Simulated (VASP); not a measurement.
Input:

```
CaEuS2
1.0
    2.01922     1.16580     6.58472
   -2.01922     1.16580     6.58472
    0.00000    -2.33160     6.58472
Ca Eu S
1 1 2
Direct
  0.00000   0.00000   0.00000
  0.50000   0.50000   0.50000
  0.74834   0.74834   0.74834
  0.25166   0.25166   0.25166
```

The numbers are results of PBEsol GGA with spin-orbit coupling, VASP's PBE PAW potentials (set 64) (plane waves; VASP), not measurements. Numerical set-up: 400 eV cut-off, 6×6×6 Γ-centred mesh, Gaussian smearing of 0.050 eV, potentials Ca_sv Eu_2 S.

The 4f electrons are frozen in the core of the lanthanide potential, so 4f levels, which can set the real gap, and their magnetism are missing.

Question: Give the energies of bands 21 to 34 at the high-symmetry points, in eV from the valence-band maximum.

Answer: 
```csv
band,Γ,T,H2,L,S0,F
21,-1.45,-1.91,-2.29,-2.26,-2.24,-1.92
22,-1.45,-1.91,-2.29,-2.26,-2.24,-1.92
23,-1.42,-0.97,-1.74,-1.74,-1.71,-1.45
24,-1.42,-0.97,-1.74,-1.74,-1.71,-1.45
25,-0.14,-0.93,-1.63,-1.28,-1.63,-1.41
26,-0.14,-0.93,-1.63,-1.28,-1.63,-1.41
27,-0.01,-0.81,-1.22,-1.16,-1.29,-0.75
28,-0.01,-0.81,-1.22,-1.16,-1.29,-0.75
29,0.00,-0.74,-1.05,-0.87,-1.06,-0.61
30,0.00,-0.74,-1.05,-0.87,-1.06,-0.61
31,3.94,4.05,4.10,3.41,4.02,1.88
32,3.94,4.05,4.10,3.41,4.02,1.88
33,3.94,4.21,4.19,3.66,4.80,5.37
34,3.94,4.21,4.19,3.66,4.80,5.37
```

The gap is indirect, 1.88 eV, from the valence maximum at Γ to the conduction minimum at F.

The structure comes from a computed database's CaEuS2 entry (R-3m); how it stands against other phases isn't given here. It was relaxed first, which changed the volume by -5 %.
